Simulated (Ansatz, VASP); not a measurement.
# Cross-check of Hf (Hafnium) between VASP and Ansatz

Aim: how closely do two programs agree when they are given the same cell, functional and k mesh? The structure shown comes from an earlier Ansatz run, which isn't shown and may have moved the atoms alone.

Program: Ansatz 0.2.0. Level of theory: plane waves, with VASP 6.6.1 beside it; elastic constants at LDA. Results are calculated unless marked as measured.

**1. Starting point**

The structure is hexagonal, space group P6_3/mmc (No. 194). The conventional cell has a = 3.117 Å, b = 3.117 Å, c = 4.950 Å, α = 90.00°, β = 90.00°, γ = 120.00°. Hf has 12 Hf at 3.06 to 3.12 Å nearest.

**2. Ansatz: elastic constants, LDA**

Ansatz runs on its default PAW (the set named soft_2) files.

Elastic constants are differences of stresses under small strains, so they test the stress and the mesh.

input.yaml

```yaml
crystal:
  lattice:
    - [3.1170816587, 0.0, 0.0]
    - [-1.5585408294, 2.6994719021, 0.0]
    - [0.0, 0.0, 4.9496494738]
  atoms:
    - { symbol: Hf, position: [0.3333333333, 0.6666666667, 0.25] }
    - { symbol: Hf, position: [0.6666666667, 0.3333333333, 0.75] }
kpoints:
  mp_grid: { grid: [12, 12, 8] }
hamiltonian:
  xc: lda
scf:
  occupations: { method: gaussian, width: 0.1 }
output:
  forces: true
  stress: true
  eigenvalues: true
basis:
  ecutwfc: 290.0
elastic:
  mode: relaxed_ion
  stencil: two_point
```

On the command line:

```
> ansatz run input.yaml --threads 4 --pin off --max-ram 8192MiB --backend cpu --events-out ev --progress --plain --runs-dir out
```

Numbers of over 12 decimals in the logs are rounded to 6 here.

The program printed:

```text
Warning: basis.ecutwfc = 290 eV is below the records' recommended 420 eV, and the density's cutoff is lower with it unless basis.ecutrho_ratio is high enough to keep the records' density cutoff: compare with a run at a higher cutoff
Engine: ansatz 0.2.0, aarch64-unknown-linux-gnu
Pseudopotentials: kind: paw
Pseudopotential: Hf, paw, valence charge 26, recommended cutoff 420 eV (normal), Hf.paw.azcp
Functional definition: SPW92
  exchange = slater_x
  correlation = pw_c
Crystal: 2 atoms, lattice volume = 41.649 Å³
Basis set: ecut = 290 eV, 463 PW (Γ)
Bands: 32, of which v1, the nominal top of the filled ones, is band 26 counted from 1 (25 counted from 0)
Symmetry: 24 space group operations
Space group: P63/mmc (ITA 194), of the structure as read, at distance tolerance 3.5e-5 Å
k-points: 95 of 1152
Non-local potential: Hf, projectors of the file, l = 0: 3, l = 1: 2, l = 2: 2, l = 3: 3
PAW form: soft (Blöchl's): semilocal exchange-correlation on the pseudo side does not see the compensation charge
PAW frozen core: Hf, regenerated for the run's functional, and the local potential with it (the file was generated under x = pbe(κ = 0.804, μ = 0.219515), c = pbe(β = 0.066725))
PAW one-centre angular grid: Hf, 590 points (default); XC on 64 Gauss nodes
Initial density: superposition of atomic densities (neutral atoms: chi_scale 0, normalization atom), corrected by the library's trained network
Initial wavefunctions: pseudopotential atomic-orbital guess
Functional: x = slater, c = lda
SCF iter   1: F=—  HF=-30953.459791 eV  |F-HF|=—  |Δ(HF+E_count)|=         —  Δρ=5.03e-3  dr2=3.41e-3  ethr=1.77e-3  ⟨swp⟩=4.4  Hψ=9854  notcnv=0
preconditioner: auto → Kerker (q_TF=auto, 2.831 Å⁻¹)  [metal: Δε(μ)=0.022 eV  Ē_g=17.631 eV  σ=0.100 eV  W_gap=0.12  n_scr=22 (ndim 8)  ℏωp=39.9 eV  f_vac=0.000  D(μ)=1.48/eV (n_scr^D=8)]
SCF iter   2: F=—  HF=-30953.406564 eV  |F-HF|=—  |Δ(HF+E_count)|=   5.32e-2  Δρ=4.80e-3  dr2=6.93e-3  ethr=6.56e-6  ⟨swp⟩=2.0  Hψ=6314  notcnv=0  defer=1
SCF iter   3: F=—  HF=-30953.405258 eV  |F-HF|=—  |Δ(HF+E_count)|=   1.31e-3  Δρ=2.86e-3  dr2=2.85e-3  ethr=6.56e-6  ⟨swp⟩=1.0  Hψ=2982  notcnv=0
SCF iter   4: F=—  HF=-30953.403811 eV  |F-HF|=—  |Δ(HF+E_count)|=   1.45e-3  Δρ=3.77e-4  dr2=6.97e-5  ethr=5.48e-6  ⟨swp⟩=2.0  Hψ=5051  notcnv=0  defer=1
SCF iter   5: F=—  HF=-30953.403852 eV  |F-HF|=—  |Δ(HF+E_count)|=   4.06e-5  Δρ=1.06e-4  dr2=3.29e-6  ethr=1.34e-7  ⟨swp⟩=2.0  Hψ=5402  notcnv=0  defer=1
SCF iter   6: F=—  HF=-30953.403855 eV  |F-HF|=—  |Δ(HF+E_count)|=   3.37e-6  Δρ=1.72e-5  dr2=1.36e-7  ethr=6.32e-9  ⟨swp⟩=2.0  Hψ=5388  notcnv=0  defer=1
SCF iter   7: F=—  HF=-30953.403855 eV  |F-HF|=—  |Δ(HF+E_count)|=   2.61e-8  Δρ=3.36e-6  dr2=5.57e-9  ethr=2.61e-10  ⟨swp⟩=3.0  Hψ=5314  notcnv=0  defer=1
SCF iter   8: F=—  HF=-30953.403855 eV  |F-HF|=—  |Δ(HF+E_count)|=   1.40e-9  Δρ=5.34e-7  dr2=9.91e-11  ethr=1.07e-11  ⟨swp⟩=2.0  Hψ=3301  notcnv=0  defer=1
SCF iter   9: F=—  HF=-30953.403855 eV  |F-HF|=—  |Δ(HF+E_count)|=  1.46e-11  Δρ=8.22e-8  dr2=1.71e-12  ethr=1.90e-13 (applied; sched 1.00e-12)  ⟨swp⟩=2.0  Hψ=3297  notcnv=0  defer=111
SCF iter  10: F=-30953.403855 eV  HF=-30953.403855 eV  |F-HF|=3.64e-12  |Δ(HF+E_count)|=  3.64e-12  Δρ=1.37e-8  dr2=4.50e-14  ethr=1.00e-12  ⟨swp⟩=4.4  Hψ=12097  notcnv=0
SCF 1 converged in 10 iterations: F = -30953.403855 eV  dr2 = 4.50e-14
  greatest PAW one-centre occupation: 0.998 electrons in one spin orbital (limit 2), on the Hf atom at site 1 (counted from 0), in its partial waves of l = 3
Crystal: 2 atoms, lattice volume = 41.565 Å³
Symmetry: 8 space group operations
k-points: 215 of 1152
Initial density: handed on by an earlier stage of this run
Initial wavefunctions: pseudopotential atomic-orbital guess (no wavefunctions were taken with the density)
[...]
preconditioner: auto → Kerker (q_TF=auto, 2.832 Å⁻¹)  [metal: Δε(μ)=0.012 eV  Ē_g=17.884 eV  σ=0.100 eV  W_gap=0.07  n_scr=22 (ndim 8)  ℏωp=39.9 eV  f_vac=0.000  D(μ)=1.48/eV (n_scr^D=8)]
[...]
SCF 12 converged in 10 iterations: F = -30953.404761 eV  dr2 = 1.28e-14
relax step   1: F+E_penalty+E_count = -30953.40476125 eV  Δ(F+E_penalty+E_count) = +0.000e0 eV  max|allowed force component| = 1.936e-5 eV/Å  Δτ_max = 0.0000 Å  (10 SCF iters, accepted)
[...]
preconditioner: auto → Kerker (q_TF=auto, 2.831 Å⁻¹)  [metal: Δε(μ)=0.030 eV  Ē_g=17.994 eV  σ=0.100 eV  W_gap=0.17  n_scr=22 (ndim 8)  ℏωp=39.9 eV  f_vac=0.000  D(μ)=1.48/eV (n_scr^D=10)]
[...]
SCF 13 converged in 2 iterations: F = -30953.404761 eV  dr2 = 6.30e-15
[...]
SCF iter   4: F=—  HF=-30953.404764 eV  |F-HF|=—  |Δ(HF+E_count)|=   8.39e-7  Δρ=7.72e-5  dr2=1.70e-6  ethr=1.62e-8  ⟨swp⟩=2.0  Hψ=18640  notcnv=0
SCF iter   5: F=—  HF=-30953.404761 eV  |F-HF|=—  |Δ(HF+E_count)|=   2.89e-6  Δρ=1.87e-5  dr2=1.17e-7  ethr=3.27e-9  ⟨swp⟩=2.0  Hψ=16726  notcnv=0
SCF iter   6: F=—  HF=-30953.404761 eV  |F-HF|=—  |Δ(HF+E_count)|=   2.16e-8  Δρ=4.50e-6  dr2=4.38e-9  ethr=2.25e-10  ⟨swp⟩=2.0  Hψ=18609  notcnv=0
SCF iter   7: F=—  HF=-30953.404761 eV  |F-HF|=—  |Δ(HF+E_count)|=   1.07e-9  Δρ=6.73e-7  dr2=1.02e-10  ethr=8.42e-12  ⟨swp⟩=2.0  Hψ=17094  notcnv=0
SCF iter   8: F=—  HF=-30953.404761 eV  |F-HF|=—  |Δ(HF+E_count)|=  1.82e-11  Δρ=1.27e-7  dr2=3.34e-12  ethr=1.95e-13 (applied; sched 1.00e-12)  ⟨swp⟩=2.0  Hψ=18356  notcnv=0
SCF iter   9: F=—  HF=-30953.404761 eV  |F-HF|=—  |Δ(HF+E_count)|=  7.28e-12  Δρ=2.62e-8  dr2=2.30e-13  ethr=6.42e-15 (applied; sched 1.00e-12)  ⟨swp⟩=2.0  Hψ=12939  notcnv=0
SCF iter  10: F=-30953.404761 eV  HF=-30953.404761 eV  |F-HF|=3.64e-12  |Δ(HF+E_count)|=  3.64e-12  Δρ=7.19e-9  dr2=1.37e-14  ethr=1.00e-12  ⟨swp⟩=3.4  Hψ=28774  notcnv=0
SCF 14 converged in 10 iterations: F = -30953.404761 eV  dr2 = 1.37e-14
relax step   1: F+E_penalty+E_count = -30953.40476125 eV  Δ(F+E_penalty+E_count) = +0.000e0 eV  max|allowed force component| = 1.936e-5 eV/Å  Δτ_max = 0.0000 Å  (10 SCF iters, accepted)
iter 1 solved again at ethr=1.00e-12 eV; its pass at ethr=3.10e-3 eV (dr2=2.47e-14 eV) is discarded
SCF iter   1: F=—  HF=-30953.404761 eV  |F-HF|=—  |Δ(HF+E_count)|=         —  Δρ=7.18e-9  dr2=1.37e-14  ethr=1.00e-12  ⟨swp⟩=2.1  Hψ=40764  notcnv=0
SCF iter   2: F=-30953.404761 eV  HF=-30953.404761 eV  |F-HF|=0.00e0  |Δ(HF+E_count)|=  3.64e-12  Δρ=5.13e-9  dr2=6.73e-15  ethr=1.00e-12  ⟨swp⟩=3.3  Hψ=30283  notcnv=0
SCF 15 converged in 2 iterations: F = -30953.404761 eV  dr2 = 6.73e-15
SCF converged after 10 iterations
Free energy (F): -30953.403855 eV
Harris-Foulkes:  -30953.403855 eV  (|F-HF|=3.64e-12)
Internal energy: -30953.396428 eV  (E = F + TS)
E sigma→0 (E₀):  -30953.400142 eV
Entropy (-TS):   -0.007427 eV (-3.713 meV/atom)
Fermi energy:    21.162408 eV
--- Per-component energies (eV) ---
  E_band       = 123.666272
  E_kinetic    = 856.325353
  E_local      = -9794.561454  (includes V_loc(G=0)·N_el)
  E_nonlocal   = -2441.885560
  E_hartree    = 4632.801669
  E_xc         = -597.383885
  E_vxc        = -535.923446  (∫ρ·V_xc dr)
  E_paw        = -13396.089774  (= ΣΔE_a)
  E_vpaw       = 2774.108038  (= ΣTr[D̂ρ^β])
  E_aug_tail   = 0.000006  (compensation charges beyond the density's cutoff)
  E_ewald      = -10217.517269
  E_core_change = 4.914485  (= ΣΔE_core)
  E_smearing   = -0.007427  (= −TS)
  E_closure    = 0.000000  (closes the sum)
  Σ components = -30953.403855   (vs F -30953.403855, Δ=0.00e0)
--- Forces (eV/Å), atoms counted from 1 ---
  atom   1  Hf     0.00000000    -0.00000000     0.00000000
  atom   2  Hf    -0.00000000     0.00000000     0.00000000
  max |Σ_I F_I| component: 3.70e-17 eV/Å
--- Stress (GPa, compression-positive) ---
       -0.024585       0.000000       0.000000
        0.000000      -0.024585       0.000000
        0.000000       0.000000      -0.015184
  P = ⅓ Tr σ = -0.0215 GPa (-0.215 kbar)
--- Band table (eV; the first three rows and the last of 95) ---
  k-point 0: bands = [... 22 lower, 13.5593, 17.1940, 22.1494, 22.2737, 22.2737, 22.5378, 23.1553, 23.1553, ... 2 higher]
  k-point 1: bands = [... 22 lower, 13.7158, 17.1399, 21.8948, 22.1847, 22.1847, 22.4081, 23.0268, 23.0268, ... 2 higher]
  k-point 2: bands = [... 22 lower, 14.1651, 16.9150, 21.4033, 22.0581, 22.0581, 22.0604, 22.7267, 22.7267, ... 2 higher]
  k-point 94: bands = [... 22 lower, 19.2244, 19.2244, 19.6143, 19.6143, 21.0622, 21.0622, 23.7187, 23.7187, ... 2 higher]
--- Elastic constants: 3 strain directions × 2 members + reference (group order 24) ---
  dense FFT box of the reference and of every strained cell: 18×18×30
  strains applied: 11, 33, 23; error gains: componentwise 1.00 (the most a stress slope's error grows in a printed constant), spectral 1.41 (1 for all six strains in a standard setting)
  C = ∂σ_k/∂η_j (tension-positive GPa; Voigt order 11 22 33 23 13 12):
       180.531     91.549     82.598      0.000      0.000     -0.000
        91.549    180.531     82.598      0.000      0.000     -0.000
        83.202     83.202    211.527      0.000      0.000     -0.000
         0.000      0.000      0.000     48.209     -0.000      0.000
         0.000      0.000      0.000      0.000     48.209      0.000
         0.000      0.000      0.000      0.000      0.000     44.491
  reference stress σ⁰ (GPa):      0.025      0.025      0.015     -0.000     -0.000     -0.000
  C* (energy form; C + prestress term) asymmetry max|C*_kj − C*_jk| = 5.941e-1 GPa — a small one proves nothing (zero by symmetry where the batch's group is 432, −43m or m−3m); a large one is finite-difference/SCF noise where every solve meets its electron count
  moduli (Voigt/Reuss/Hill, GPa): K = 120.81/120.50/120.66   G = 49.20/48.55/48.87   E = 129.18   ν = 0.322
  mechanically stable: yes (min eigenvalue of sym C = 44.49 GPa)
  strain η (Voigt 11):  stress-route row diagonal C_11 = 180.53 GPa, energy-path curvature d²(F+E_count+ΔE)/dδ²/Ω₀ = 196.45 GPa
         δ    σ_11 (GPa)             F (eV)   n_scf  n_hpsi   n_pw
    -2.000e-3      -0.3208      -30953.4044475       2   50770    494   relax 3 steps, max|allowed force component| 5.47e-6 eV/Å
     2.000e-3       0.4013      -30953.4049480       2   50768    494   relax 3 steps, max|allowed force component| 1.14e-7 eV/Å
  strain η (Voigt 33):  stress-route row diagonal C_33 = 211.53 GPa, energy-path curvature d²(F+E_count+ΔE)/dδ²/Ω₀ = 210.78 GPa
         δ    σ_33 (GPa)             F (eV)   n_scf  n_hpsi   n_pw
    -2.000e-3      -0.3985      -30953.4050521       8   54608    494   relax 0 steps, max|allowed force component| 1.11e-16 eV/Å
     2.000e-3       0.4476      -30953.4049134       8   54208    494   relax 0 steps, max|allowed force component| 5.55e-17 eV/Å
  strain η (Voigt 23):  stress-route row diagonal C_44 = 48.21 GPa, energy-path curvature d²(F+E_count+ΔE)/dδ²/Ω₀ = 79.50 GPa
         δ    σ_23 (GPa)             F (eV)   n_scf  n_hpsi   n_pw
    -2.000e-3      -0.0964      -30953.4047612       2   75515    494   relax 1 steps, max|allowed force component| 1.94e-5 eV/Å
     2.000e-3       0.0964      -30953.4047612       2   75587    494   relax 1 steps, max|allowed force component| 1.94e-5 eV/Å
```

(Part 1 of 2 ends here.)

[Lines on the potential files, build, host, timing and source positions are cut from VASP's logs without a mark.]

[Logs are printed without paths, hosts, clocks, repeated set-up lines and the standing remarks that a program may print on its own settings, such as how far it seeks lower states.]

[Hosts, paths, dates, database ids (printed as entryN), source tags and the programs' standing remarks are cut or masked in the printed files.]
